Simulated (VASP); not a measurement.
OSZICAR of a VASP run on CaO (rock salt):

### OSZICAR
```
       N       E                     dE             d eps       ncg     rms          rms(c)
DAV:   1     0.312447467508E+03    0.31245E+03   -0.56523E+05   840   0.108E+06
DAV:   2     0.261096243145E+02   -0.28634E+03   -0.27098E+03  1424   0.900E+02
DAV:   3    -0.238766222706E+02   -0.49986E+02   -0.45752E+02  1544   0.192E+02
DAV:   4    -0.341437621277E+02   -0.10267E+02   -0.27375E+02  1584   0.738E+01
DAV:   5    -0.285545969282E+02    0.55892E+01   -0.11410E+02  1204   0.299E+01    0.876E+00
DAV:   6    -0.168095580521E+02    0.11745E+02   -0.14713E+02  1084   0.107E+02    0.135E+01
DAV:   7    -0.159266698920E+02    0.88289E+00   -0.76702E+00  1016   0.248E+01    0.963E+00
DAV:   8    -0.145973901809E+02    0.13293E+01   -0.69291E+00   996   0.285E+01    0.154E+00
DAV:   9    -0.146936040130E+02   -0.96214E-01   -0.15038E+00  1048   0.103E+01    0.135E+00
DAV:  10    -0.146193426195E+02    0.74261E-01   -0.19076E-01   888   0.520E+00    0.352E-01
DAV:  11    -0.147357027389E+02   -0.11636E+00   -0.18668E-01  1236   0.468E+00    0.620E-01
DAV:  12    -0.147634142466E+02   -0.27712E-01   -0.42090E-03   992   0.845E-01    0.683E-01
DAV:  13    -0.147756950618E+02   -0.12281E-01   -0.16060E-02  1044   0.856E-01    0.445E-01
DAV:  14    -0.147790777452E+02   -0.33827E-02   -0.25413E-02   992   0.138E+00    0.549E-02
DAV:  15    -0.147793478757E+02   -0.27013E-03   -0.78961E-04   980   0.371E-01    0.351E-02
DAV:  16    -0.147793236542E+02    0.24222E-04   -0.36037E-05  1064   0.905E-02    0.325E-02
DAV:  17    -0.147793664160E+02   -0.42762E-04   -0.42636E-05  1028   0.897E-02    0.145E-02
DAV:  18    -0.147793580271E+02    0.83889E-05   -0.21619E-05   976   0.441E-02    0.547E-03
DAV:  19    -0.147793602629E+02   -0.22358E-05   -0.35090E-06   924   0.206E-02    0.412E-03
DAV:  20    -0.147793586510E+02    0.16119E-05   -0.13592E-06   636   0.132E-02    0.648E-04
DAV:  21    -0.147793586256E+02    0.25405E-07   -0.31445E-07   432   0.584E-03
   1 F= -.14779359E+02 E0= -.14779359E+02  d E =-.147794E+02
       N       E                     dE             d eps       ncg     rms          rms(c)
DAV:   1    -0.148005438998E+02   -0.21185E-01   -0.64785E-01   936   0.980E+00    0.107E+00
DAV:   2    -0.147812549716E+02    0.19289E-01   -0.84763E-02   964   0.292E+00    0.423E-01
DAV:   3    -0.147792493211E+02    0.20057E-02   -0.11662E-02  1380   0.141E+00    0.182E-01
DAV:   4    -0.147798716658E+02   -0.62234E-03   -0.99730E-03  1256   0.792E-01    0.910E-02
DAV:   5    -0.147799461425E+02   -0.74477E-04   -0.85436E-05   984   0.107E-01    0.871E-02
DAV:   6    -0.147796696931E+02    0.27645E-03   -0.22675E-04  1064   0.134E-01    0.460E-02
DAV:   7    -0.147801945508E+02   -0.52486E-03   -0.39089E-04   840   0.246E-01    0.180E-02
DAV:   8    -0.147802187727E+02   -0.24222E-04   -0.18970E-05  1220   0.450E-02    0.174E-02
DAV:   9    -0.147802148727E+02    0.38999E-05   -0.20336E-06   848   0.191E-02    0.189E-02
DAV:  10    -0.147802177221E+02   -0.28493E-05   -0.77930E-06  1000   0.323E-02    0.684E-03
DAV:  11    -0.147802134303E+02    0.42918E-05   -0.16187E-06   860   0.129E-02    0.303E-03
DAV:  12    -0.147802132519E+02    0.17836E-06   -0.47950E-07   436   0.676E-03
   2 F= -.14780213E+02 E0= -.14780213E+02  d E =-.854626E-03
       N       E                     dE             d eps       ncg     rms          rms(c)
DAV:   1    -0.147824041149E+02   -0.21907E-02   -0.61861E-02   932   0.301E+00    0.331E-01
DAV:   2    -0.147804587103E+02    0.19454E-02   -0.80798E-03   948   0.906E-01    0.130E-01
DAV:   3    -0.147803453738E+02    0.11334E-03   -0.11104E-03  1352   0.440E-01    0.560E-02
DAV:   4    -0.147803634829E+02   -0.18109E-04   -0.90999E-04  1276   0.245E-01    0.269E-02
DAV:   5    -0.147803781888E+02   -0.14706E-04   -0.75515E-06   984   0.328E-02    0.253E-02
DAV:   6    -0.147803283226E+02    0.49866E-04   -0.28728E-05  1068   0.489E-02    0.135E-02
DAV:   7    -0.147804233651E+02   -0.95042E-04   -0.40534E-05   840   0.754E-02    0.477E-03
DAV:   8    -0.147804210363E+02    0.23287E-05   -0.20509E-06  1020   0.135E-02    0.429E-03
DAV:   9    -0.147804211943E+02   -0.15798E-06   -0.17387E-07   428   0.535E-03
   3 F= -.14780421E+02 E0= -.14780421E+02  d E =-.106257E-02
```

Question: Which electronic solver shows in the log?

Answer: It is blocked Davidson (ALGO = Normal, or the opening steps of other solvers). The INCAR had ALGO = Normal.

Question: Can the final energy be trusted as converged?

Answer: The run converged. It stopped with EDIFF = 1E-6, NELM = 100, NSW = 60 and EDIFFG = -0.01 after 3 ionic steps (revTPSS meta-GGA, plane waves, VASP's PBE PAW potentials (set 64)).

The compound is CaO in the rock salt structure. This run relaxes it. Symmetry was kept, so distortions that lower it aren't found.
